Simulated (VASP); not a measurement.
Data:

```
Al
1.0
    0.00000     2.00763     2.00763
    2.00763     0.00000     2.00763
    2.00763     2.00763     0.00000
Al
1
Direct
  0.00000   0.00000   0.00000
```

These are PBE GGA, VASP's PBE PAW potentials (set 64) (plane waves; VASP) values and carry that method's errors. Numerical set-up: 480 eV cut-off, 14×14×14 Γ-centred mesh, first-order Methfessel-Paxton smearing of 0.10 eV, potentials Al.

Q: Predict the energy per atom (σ→0), pressure, band gap (on the k-mesh) with the smallest direct gap where there is one.

A: 
```yaml
band gap (on the k-mesh): none (metal, semimetal or under 0.01 eV)
energy per atom (σ→0): -3737 meV/atom
pressure: 1.25 GPa
```

The absolute energy has meaning only against runs of the same code, potentials and settings.

The compound is Al in the fcc structure. This cell was strained or had an atom moved on purpose.
